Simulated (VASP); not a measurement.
# TiPd (P4/mmm) in VASP: further runs

The runs below take TiPd through single point, with LDA.

All numbers are computed with VASP 6.6.1; they aren't measurements. Logs are shortened: lines on timing, memory, paths and dates and some standing lists are left out, and cuts for length are marked.

## Step 1: The cell of the first run

The structure is tetragonal, space group P4/mmm (No. 123). Conventional cell: a = 3.085 Å, b = 3.085 Å, c = 3.180 Å, α = 90.00°, β = 90.00°, γ = 90.00°. Ti (site symmetry 4/mmm) has 8 Pd at 2.70 Å and 4 Ti at 3.08 Å as nearest neighbours. Around Pd (site symmetry 4/mmm) lie 8 Ti at 2.70 Å and 4 Pd at 3.08 Å.

## Step 2: Single point, LDA (strain -0.030 along x and y, +0.000 along z, atoms carried along)

The input, INCAR:

```
PREC = Accurate ; ENCUT = 520
EDIFF = 1E-7 ; ISMEAR = 0
SIGMA = 0.15 ; LREAL = False
LASPH = True ; NELM = 100
ALGO = Fast ; ISIF = 2
LWAVE = False ; LCHARG = False
GGA = CA ; NBANDS = 18
```

The input, KPOINTS:

```
Automatic mesh
0
Gamma
  16 16 16
```

The input, POSCAR:

```
TiPd
1.0
    3.0846000000      0.0000000000      0.0000000000
    0.0000000000      3.0846000000      0.0000000000
    0.0000000000      0.0000000000      3.1800000000
Ti Pd
1 1
Direct
    0.5000000000      0.5000000000      0.5000000000
    0.0000000000      0.0000000000      0.0000000000
```

Potentials or basis: VASP PAW LDA potentials, release 64 (Ti_sv, Pd).

On the command line:

```sh
cat potpaw_LDA.64/Ti_sv/POTCAR potpaw_LDA.64/Pd/POTCAR > POTCAR
mpirun -np 1 vasp_std > vasp.out
```

OUTCAR:

```text
PREC = Accurate
   ENCUT = 520
   EDIFF = 1E-7
   ISMEAR = 0
   LREAL = False
   LASPH = True
   NELM = 100
   ISIF = 2
   GGA = CA

 ion  position               nearest neighbor table
   1  0.500  0.500  0.500-   2 2.70   2 2.70   2 2.70   2 2.70   2 2.70   2 2.70   2 2.70   2 2.70

   2  0.000  0.000  0.000-   1 2.70   1 2.70   1 2.70   1 2.70   1 2.70   1 2.70   1 2.70   1 2.70

  LATTYP: Found a simple tetragonal cell.
 ALAT       =     3.0846000000
 C/A-ratio  =     1.0309278351

  Lattice vectors:

 A1 = (   3.0846000000,   0.0000000000,   0.0000000000)
 A2 = (   0.0000000000,   3.0846000000,   0.0000000000)
 A3 = (   0.0000000000,   0.0000000000,   3.1800000000)

Analysis of symmetry for initial positions (statically):
=====================================================================
 Subroutine PRICEL returns:
 Original cell was already a primitive cell.

 Routine SETGRP: Setting up the symmetry group for a
 simple tetragonal supercell.

 Subroutine GETGRP returns: Found 16 space group operations
 (whereof 16 operations were pure point group operations)
 out of a pool of 16 trial point group operations.

The static configuration has the point symmetry D_4h.

Analysis of symmetry for dynamics (positions and initial velocities):
=====================================================================
 Subroutine PRICEL returns:
 Original cell was already a primitive cell.

 Routine SETGRP: Setting up the symmetry group for a
 simple tetragonal supercell.

 Subroutine GETGRP returns: Found 16 space group operations
 (whereof 16 operations were pure point group operations)
 out of a pool of 16 trial point group operations.

The dynamic configuration has the point symmetry D_4h.

 Subroutine INISYM returns: Found 16 space group operations
 (whereof 16 operations are pure point group operations),
 and found     1 'primitive' translations

----------------------------------------------------------------------------------------

                                     Primitive cell

  volume of cell :      30.2569

  direct lattice vectors                    reciprocal lattice vectors
     3.084600000  0.000000000  0.000000000     0.324191143  0.000000000  0.000000000
     0.000000000  3.084600000  0.000000000     0.000000000  0.324191143  0.000000000
     0.000000000  0.000000000  3.180000000     0.000000000  0.000000000  0.314465409

  length of vectors
     3.084600000  3.084600000  3.180000000     0.324191143  0.324191143  0.314465409

  position of ions in fractional coordinates (direct lattice)
     0.500000000  0.500000000  0.500000000
     0.000000000  0.000000000  0.000000000

  ion indices of the primitive-cell ions
   primitive index   ion index
                 1           1
                 2           2

----------------------------------------------------------------------------------------

 KPOINTS: Automatic mesh

Automatic generation of k-mesh.
 Grid dimensions read from file:
 generate k-points for:   16   16   16

 Generating k-lattice:

  Cartesian coordinates                     Fractional coordinates (reciprocal lattice)
     0.020261946  0.000000000  0.000000000     0.062500000  0.000000000  0.000000000
     0.000000000  0.020261946  0.000000000     0.000000000  0.062500000  0.000000000
     0.000000000  0.000000000  0.019654088     0.000000000  0.000000000  0.062500000

  Length of vectors
     0.020261946  0.020261946  0.019654088

  Shift w.r.t. Gamma in fractional coordinates (k-lattice)
     0.000000000  0.000000000  0.000000000

 Subroutine IBZKPT returns following result:
 ===========================================

 Found    405 irreducible k-points:

 Following reciprocal coordinates:
            Coordinates               Weight
  0.000000  0.000000  0.000000      1.000000
  0.062500  0.000000  0.000000      4.000000
  0.125000  0.000000  0.000000      4.000000
  0.187500  0.000000  0.000000      4.000000
  0.250000  0.000000  0.000000      4.000000
  0.312500  0.000000  0.000000      4.000000
[... 16 lines left out ...]
  0.437500  0.125000  0.000000      8.000000
  0.500000  0.125000  0.000000      4.000000
 [... further k-points ...]
   k-points           NKPTS =    405   k-points in BZ     NKDIM =    405   number of bands    NBANDS=     18
   number of dos      NEDOS =    301   number of ions     NIONS =      2
   total plane-waves  NPLWV =  13824
   dimension x,y,z NGX =    24 NGY =   24 NGZ =   24
   dimension x,y,z NGXF=    48 NGYF=   48 NGZF=   48
   ions per type =               1   1
   NGX,Y,Z   is equivalent  to a cutoff of  12.93, 12.93, 12.55 a.u.
   NGXF,Y,Z  is equivalent  to a cutoff of  25.87, 25.87, 25.09 a.u.
 SYSTEM =  unknown system
   PREC   = accura    normal or accurate (medium, high low for compatibility)
   ISTART =      0    job   : 0-new  1-cont  2-samecut
   ICHARG =      2    charge: 1-file 2-atom 10-const
   ISPIN  =      1    spin polarized calculation?
   LNONCOLLINEAR =      F non collinear calculations
   LSORBIT =      F    spin-orbit coupling
   LASPH  =      T    aspherical Exc in radial PAW
   ENCUT  =  520.0 eV  38.22 Ry    6.18 a.u.   5.74  5.74  5.91*2*pi/ulx,y,z
   NELM   =    100;   NELMIN=  2; NELMDL= -5     # of ELM steps
   EDIFF  = 0.1E-06   stopping-criterion for ELM
   LREAL  =      F    real-space projection
   EDIFFG = 0.1E-05   stopping-criterion for IOM
   NSW    =      0    number of steps for IOM
   IBRION =     -1    ionic relax: 0-MD 1-quasi-New 2-CG
   NFREE  =      0    steps in history (QN), initial steepest desc. (CG)
   ISIF   =      2    stress and relaxation
   ISYM   =      2    0-nonsym 1-usesym 2-fastsym
   POTIM  = 0.5000    time-step for ionic-motion
   TEBEG  =    0.0;   TEEND  =   0.0 temperature during run
   PSTRESS=    0.0 pullay stress
   NELECT =      22.0000    total number of electrons
   NUPDOWN=      -1.0000    fix difference up-down
   EMIN   =  10.00;   EMAX   =-10.00  energy-range for DOS
   EFERMI =   0.00;   METHOD = LEGACY
   ISMEAR =     0;   SIGMA  =   0.15  broadening in eV -4-tet -1-fermi 0-gaus
   EFERMI_NEDOS =   21; number of points for ismear=-14 and -15
   IALGO  =     68    algorithm
   IMIX   =      4    mixing-type and parameters
     AMIX     =   0.40;   BMIX     =  1.00
     AMIX_MAG =   1.60;   BMIX_MAG =  1.00
  volume/ion in A,a.u.               =      15.13       102.09
  Fermi-wavevector in a.u.,A,eV,Ry     =   1.472112  2.781888 29.485363  2.167113
  Thomas-Fermi vector in A             =   2.587166
   LORBIT       =      0    0 simple, 1 ext, 2 COOP (PROOUT), +10 PAW based schemes
   GGA     = CA    functional components
   LHFCALC =     F    Hartree Fock is set to
   AEXX    =    0.0000 exact exchange contribution
   IVDW    =     0    specifies the selected vdW correction
   LEPSILON=     F    determine dielectric tensor
   LRPA    =     F    only Hartree local field effects (RPA)
 non-spin polarized calculation
 RMM-DIIS sequential band-by-band and
 Gauss-broadening in eV      SIGMA  =   0.15
  energy-cutoff  :      520.00
  volume of cell :       30.26
 maximum number of plane-waves:       844
 NGX is ok and might be reduce to    24
   NGX = 11   NGY = 11   NGZ = 11

 number of electron      22.0000001 magnetization

 Free energy of the ion-electron system (eV)
  ---------------------------------------------------
  ext. energy  EPLUGINS =         0.00000000
  ---------------------------------------------------
  free energy    TOTEN  =       -16.02975027 eV

  energy without entropy =      -15.99487474  energy(sigma->0) =      -16.01231250

 E-fermi :  10.2798     XC(G=0): -12.9261

 val. band max:       10.2697475201   @ k =   0.3750   0.1875   0.0000
 cond. band min:      10.2808289770   @ k =   0.3750   0.2500   0.1250
 fundamental gap:      0.0110814569
 Fermi energy:        10.2798350166

 k-point     1 :       0.0000    0.0000    0.0000
  band No.  band energies     occupation
      1     -46.4540      2.00000
      2     -23.0138      2.00000
      3     -22.9660      2.00000
      4     -22.9660      2.00000
      5       2.6875      2.00000
      6       4.7527      2.00000
[... 10 lines left out ...]
     17      18.8674      0.00000
     18      18.8674      0.00000

 k-point     2 :       0.0625    0.0000    0.0000
  band No.  band energies     occupation
      1     -46.4532      2.00000
      2     -23.0133      2.00000
      3     -22.9748      2.00000
      4     -22.9655      2.00000
      5       2.7642      2.00000
      6       4.7853      2.00000
[... 10 lines left out ...]
     17      18.5230      0.00000
     18      19.0647      0.00000

 k-point     3 :       0.1250    0.0000    0.0000
  band No.  band energies     occupation
      1     -46.4507      2.00000
      2     -23.0119      2.00000
      3     -22.9997      2.00000
      4     -22.9641      2.00000
      5       2.9896      2.00000
      6       4.8731      2.00000
[... 10 lines left out ...]
     17      18.7571      0.00000
     18      19.6156      0.00000

 k-point     4 :       0.1875    0.0000    0.0000
  band No.  band energies     occupation
      1     -46.4469      2.00000
      2     -23.0369      2.00000
      3     -23.0099      2.00000
      4     -22.9620      2.00000
      5       3.3492      2.00000
      6       5.0093      2.00000
[... 10 lines left out ...]
     17      19.6148      0.00000
     18      20.4345      0.00000

 k-point     5 :       0.2500    0.0000    0.0000
  band No.  band energies     occupation
      1     -46.4425      2.00000
      2     -23.0804      2.00000
      3     -23.0075      2.00000
      4     -22.9595      2.00000
      5       3.8138      2.00000
      6       5.1835      2.00000
[... 10 lines left out ...]
     17      20.6485      0.00000
     18      21.4414      0.00000

 k-point     6 :       0.3125    0.0000    0.0000
  band No.  band energies     occupation
      1     -46.4380      2.00000
      2     -23.1236      2.00000
      3     -23.0051      2.00000
      4     -22.9570      2.00000
      5       4.3297      2.00000
      6       5.3774      2.00000
[... 10 lines left out ...]
     17      21.7978      0.00000
     18      22.5765      0.00000

 k-point     7 :       0.3750    0.0000    0.0000
  band No.  band energies     occupation
      1     -46.4342      2.00000
      2     -23.1601      2.00000
      3     -23.0030      2.00000
      4     -22.9549      2.00000
      5       4.8047      2.00000
      6       5.5631      2.00000
[... 10 lines left out ...]
     17      23.0159      0.00000
     18      23.7898      0.00000

 k-point     8 :       0.4375    0.0000    0.0000
  band No.  band energies     occupation
      1     -46.4317      2.00000
      2     -23.1843      2.00000
      3     -23.0017      2.00000
      4     -22.9535      2.00000
      5       5.1277      2.00000
      6       5.7021      2.00000
[... 10 lines left out ...]
     17      24.2427      0.00000
     18      25.0567      0.00000
[... 229 lines left out ...]
     17      19.1210      0.00000
     18      20.1076      0.00000

 k-point    20 :       0.2500    0.1250    0.0000
  band No.  band energies     occupation
      1     -46.4394      2.00000
      2     -23.0768      2.00000
      3     -23.0049      2.00000
      4     -22.9911      2.00000
      5       4.0429      2.00000
      6       5.2941      2.00000
[... 10 lines left out ...]
     17      19.9448      0.00000
     18      21.0189      0.00000

 k-point    21 :       0.3125    0.1250    0.0000
  band No.  band energies     occupation
      1     -46.4350      2.00000
      2     -23.1193      2.00000
      3     -23.0022      2.00000
      4     -22.9880      2.00000
      5       4.5060      2.00000
      6       5.4651      2.00000
[... 10 lines left out ...]
     17      20.8414      0.00000
     18      22.0698      0.00000

 k-point    22 :       0.3750    0.1250    0.0000
  band No.  band energies     occupation
      1     -46.4313      2.00000
      2     -23.1551      2.00000
      3     -22.9999      2.00000
      4     -22.9853      2.00000
      5       4.9268      2.00000
      6       5.6316      2.00000
[... 10 lines left out ...]
     17      21.7440      0.00000
     18      23.2130      0.00000

 k-point    23 :       0.4375    0.1250    0.0000
  band No.  band energies     occupation
      1     -46.4289      2.00000
      2     -23.1789      2.00000
      3     -22.9983      2.00000
      4     -22.9835      2.00000
      5       5.2257      2.00000
      6       5.7767      2.00000
[... 10 lines left out ...]
     17      22.5985      0.00000
     18      24.4716      0.00000

 k-point    24 :       0.5000    0.1250    0.0000
  band No.  band energies     occupation
      1     -46.4280      2.00000
      2     -23.1872      2.00000
      3     -22.9978      2.00000
      4     -22.9829      2.00000
      5       5.3365      2.00000
      6       5.8754      2.00000
[... 10 lines left out ...]
     17      23.1537      0.00000
     18      24.0278      0.00000

 [... further k-points ...]

------------------------ aborting loop because EDIFF is reached ----------------------------------------

  FORCE on cell =-STRESS in cart. coord.  units (eV):
  Direction    XX          YY          ZZ          XY          YZ          ZX
  --------------------------------------------------------------------------------------
  -------------------------------------------------------------------------------------
  Total       -0.5143039     -0.5143039     -0.2164000      0.0000000      0.0000000      0.0000000
  in kB      -27.2336319    -27.2336319    -11.4589023      0.0000000      0.0000000      0.0000000
  external PRESSURE =     -21.9753887 kB  Pullay stress =       0.0000000 kB

 VOLUME and BASIS-vectors are now :
 -----------------------------------------------------------------------------
  energy-cutoff  :      520.00
  volume of cell :       30.26
      direct lattice vectors                 reciprocal lattice vectors
     3.084600000  0.000000000  0.000000000     0.324191143  0.000000000  0.000000000
     0.000000000  3.084600000  0.000000000     0.000000000  0.324191143  0.000000000
     0.000000000  0.000000000  3.180000000     0.000000000  0.000000000  0.314465409

 POSITION                                       TOTAL-FORCE (eV/Angst)
 -----------------------------------------------------------------------------------
      1.54230      1.54230      1.59000         0.000000      0.000000      0.000000
      0.00000      0.00000      0.00000         0.000000      0.000000      0.000000
 -----------------------------------------------------------------------------------
    total drift:                                0.000000      0.000000     -0.000000

  FREE ENERGIE OF THE ION-ELECTRON SYSTEM (eV)
  ---------------------------------------------------
  free  energy   TOTEN  =       -16.0297502709 eV

  energy  without entropy=      -15.9948747350  energy(sigma->0) =      -16.01231250
```

It took 3.6 min on 1 thread of Intel Xeon Platinum 8488C (Sapphire Rapids), shared host; peak memory 0.32 GiB.

Results:

```yaml
Free_energy: -16.0298 eV
Pressure: -2.2 GPa
Band_gap_on_the_k_mesh: none (metal or under the smearing width)
```

Levels at points of the mesh, in eV from the Fermi level:
```tsv
k point	band 8	band 9	band 10	band 11	band 12	band 13	band 14	band 15
(0.00, 0.00, 0.00)	-3.26	-3.26	-3.10	0.37	0.57	2.30	2.30	2.30
(0.50, 0.00, 0.00)	-3.56	-3.50	-2.81	-0.96	-0.37	0.19	0.42	1.58
(0.50, 0.50, 0.00)	-4.38	-1.94	-0.59	0.70	0.70	1.11	2.35	2.35
(0.00, 0.00, 0.50)	-3.46	-3.46	-2.73	-1.04	-0.78	0.45	0.45	1.68
(0.50, 0.00, 0.50)	-4.14	-2.07	-0.81	0.45	0.50	0.83	2.32	2.38
(0.50, 0.50, 0.50)	-2.04	-1.91	-1.90	-1.80	-1.80	2.40	2.56	7.12
```

## Step 3: Single point, LDA (strain +0.030 along x and y, +0.000 along z, atoms carried along)

The input, INCAR:

```
SYSTEM = TiPd
PREC = Accurate
ENCUT = 520
EDIFF = 1E-6
ISMEAR = 0
SIGMA = 0.15
LREAL = .FALSE.
LASPH = .TRUE.
NELM = 100
ALGO = Fast
ISIF = 2
LWAVE = .FALSE.
LCHARG = .FALSE.
NBANDS = 18
```

The input, KPOINTS:

```
regular mesh
0
G
  16 16 16
  0 0 0
```

The input, POSCAR:

```
TiPd
1.0
    3.2754000000      0.0000000000      0.0000000000
    0.0000000000      3.2754000000      0.0000000000
    0.0000000000      0.0000000000      3.1800000000
Ti Pd
1 1
Direct
    0.5000000000      0.5000000000      0.5000000000
    0.0000000000      0.0000000000      0.0000000000
```

Potentials or basis: VASP PAW LDA potentials, release 64 (Ti_sv, Pd).

On the command line:

```sh
cat potpaw_LDA.64/Ti_sv/POTCAR potpaw_LDA.64/Pd/POTCAR > POTCAR
mpirun -np 1 vasp_std > vasp.out
```

Run time: 3 min. Hardware: 1 thread of Intel Xeon Platinum 8488C (Sapphire Rapids), shared host; peak memory 0.35 GiB.

Results (log left out):

```
Free energy            : -15.7665 eV
Pressure               : -18.0 GPa
Band gap on the k mesh : none (metal or under the smearing width)
```

Stress tensor (GPa, compression positive):
```
-17.65   0.00   0.00
  0.00 -17.65   0.00
  0.00   0.00 -18.60
```

Levels at points of the mesh, in eV from the Fermi level:
```csv
k point,band 9,band 10,band 11,band 12,band 13,band 14
"(0.00, 0.00, 0.00)",-2.76,-2.76,0.31,0.48,1.92,1.94
"(0.50, 0.00, 0.00)",-3.00,-2.43,-0.77,-0.69,0.29,0.49
"(0.50, 0.50, 0.00)",-1.88,-0.86,0.40,0.40,0.63,1.97
"(0.00, 0.00, 0.50)",-3.15,-2.49,-0.70,-0.35,0.27,0.27
"(0.50, 0.00, 0.50)",-1.80,-0.63,0.58,0.61,0.85,1.93
"(0.50, 0.50, 0.50)",-1.73,-1.55,-1.55,-1.46,2.03,2.16
```

Caveat: so large a pressure means that the cell lies far from this level's equilibrium, or that cutoff or potentials fall short.
